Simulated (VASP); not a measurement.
All values below come from PBEsol GGA, VASP's PBE PAW potentials (set 64) (plane waves; VASP).

Gaps are without spin-orbit coupling.

- volume per atom: 33.71 Å^3/atom
- band gap (over mesh and band path): 1.28 eV
- smallest direct gap (over mesh and band path): 1.28 eV

**Question.** Which relaxed crystal gives these values?
(A) MgCdTe2, R3m (160)
(B) Al2O3, R-3c (167)
(C) MoTe2, P6_3/mmc (194)
(D) ZnGeP2, I-42d (122)

**Answer.** A, MgCdTe2, R3m (160)
